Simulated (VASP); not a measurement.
Input:

```
CELL_PARAMETERS angstrom
      4.06384     0.00000     0.00000
      0.00000     4.06384     0.00000
      0.00000     0.00000     4.06384
ATOMIC_POSITIONS crystal
  Sc 0.00000 0.00000 0.00000
  Al 0.00000 0.50000 0.50000
  Al 0.50000 0.00000 0.50000
  Al 0.50000 0.50000 0.00000
```

These are optB88-vdW, VASP's PBE PAW potentials (set 64) (plane waves; VASP) values and carry that method's errors. Run with 520 eV cut-off, 7×7×7 Γ-centred mesh, first-order Methfessel-Paxton smearing of 0.10 eV, potentials Sc_sv Al.

Energy and stress use the plane-wave basis of the starting cell.

### Question
The ions, cell shape and volume are relaxed. Which structure does the run end with?

### Answer

```
CELL_PARAMETERS angstrom
      4.10119     0.00000     0.00000
      0.00000     4.10119     0.00000
      0.00000     0.00000     4.10119
ATOMIC_POSITIONS crystal
  Sc 0.00000 0.00000 0.00000
  Al 0.00000 0.50000 0.50000
  Al 0.50000 0.00000 0.50000
  Al 0.50000 0.50000 0.00000
```
Space group Pm-3m (221), at a tolerance of 0.03 Å.

### Question
How do energy and volume change from the first to the last step?

### Answer
The energy (σ→0) changes by -3.5 meV/atom and the volume by +2.8 %, in 3 ionic steps.

The compound is Al3Sc in the L1_2 structure. This run relaxes it. Symmetry was kept, so distortions that lower it aren't found.
